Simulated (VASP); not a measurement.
Calculation: PBE GGA, VASP's PBE PAW potentials (set 64) (plane waves; VASP).

The input files of a VASP run:

INCAR:
```
# general
SYSTEM  = IrSe2
PREC    = Accurate
ENCUT   = 300   # plane-wave cut-off (eV)
LREAL   = F   # projection in real space or not
LASPH   = T   # aspherical one-centre terms

# electronic loop
EDIFF   = 1E-6
NELM    = 100   # most electronic steps
ALGO    = Normal   # blocked Davidson
LMAXMIX = 6   # l cut-off of mixed one-centre charges

# smearing
ISMEAR  = -1   # Fermi-Dirac
SIGMA   = 0.136   # width (eV)

# functional
GGA     = PE

# ions
ISIF    = 2   # forces and stress, cell fixed

# output
LWAVE   = F
LCHARG  = F
```

File KPOINTS:
```
K-points
0
G
2 2 2
0 0 0
```

**POSCAR**
```
IrSe2
6.0977050
  0.8193415392   0.0000000000   0.0000000000
  0.0000000000   1.0000000000   0.0000000000
  0.0000000000   0.0000000000   0.6242671628
Ir Se
2 4
Cart
  0.0000000000   0.0000000000   0.0000000000
  0.4096707696   0.5000000000   0.3121335814
  0.1641960444   0.3787000000   0.0000000000
  0.5738668140   0.1213000000   0.3121335814
  0.2454747251   0.8787000000   0.3121335814
  0.6551454947   0.6213000000   0.0000000000
```

POTCAR, in this order: Ir Se (PBE.64 set). Program: vasp_std.

At this cut-off the stress carries a Pulay error, which pulls relaxed volumes low. Gaps are read on the run's mesh, which can miss a band edge. Unless said otherwise, spin-orbit coupling is left out, though it shifts the bands of the heavy elements here.

Problem. Estimate the energy per atom (σ→0), pressure, largest force, band gap (on the k-mesh).

Solution. 
The energy per atom (σ→0) comes out as -5483 meV/atom. The band gap (on the k-mesh) is none (metal, semimetal or under 0.01 eV), the pressure is 2.81 GPa and the largest force is 1.837 eV/Å.

File OSZICAR:
```
...
DAV:   8    -0.330153150243E+02    0.16879E+00   -0.61198E-01   561   0.669E+00    0.538E-01
DAV:   9    -0.330163441557E+02   -0.10291E-02   -0.25994E-02   558   0.876E-01    0.223E-01
DAV:  10    -0.330161780831E+02    0.16607E-03   -0.28977E-03   539   0.414E-01    0.684E-02
DAV:  11    -0.330162514461E+02   -0.73363E-04   -0.15926E-04   558   0.969E-02    0.230E-02
DAV:  12    -0.330162604528E+02   -0.90068E-05   -0.32089E-05   505   0.363E-02    0.875E-03
DAV:  13    -0.330162628930E+02   -0.24401E-05   -0.47061E-06   488   0.149E-02    0.377E-03
DAV:  14    -0.330162625610E+02    0.33195E-06   -0.54593E-07   292   0.580E-03
   1 F= -.33016263E+02 E0= -.32899418E+02  d E =-.233688E+00
```

The structure was generated: IrSe2 was put into an ordered model structure, which need not be its known phase. The cell was not relaxed at this level. The k-mesh is coarse (spacing up to 0.83 per Å, 2π included), so the numbers may not be converged in it. The run is one of a series of settings (KPOINTS 2×2×2 Γ-centred mesh against the base run), some of them coarse on purpose.
